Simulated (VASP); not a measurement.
Molecule: OGaCl2H, in a box.

```
O Ga Cl H
1.0
    12.00000    0.00000    0.00000
     0.00000   13.00000    0.00000
     0.00000    0.00000   12.00000
O Ga Cl H
1 1 2 1
Cartesian
  6.2215 7.7743 6.3289
  6.0854 6.0253 6.1399
  7.4669 4.7848 7.1408
  4.5590 5.1834 4.9273
  5.5517 8.2571 5.8370
```

Program: VASP 6.6.1. Alike in all runs: task single point; potentials or basis VASP PAW PBE potentials, release 64 (O, Ga_d, Cl, H); no spin polarisation; cell as given; k mesh 1 × 1 × 1; cutoff (eV) 520; smearing gaussian 0.01 eV.

**Question.** Order these runs on this cell by their band gap on the k mesh, lowest first.
A. level PBE
B. level r2SCAN+D3(BJ)
C. level HSE06+D3(BJ); grid for exact exchange (PRECFOCK) Fast; screening parameter 0.2 1/A

**Answer.** A (5.19 eV), B (5.86 eV), C (6.83 eV).

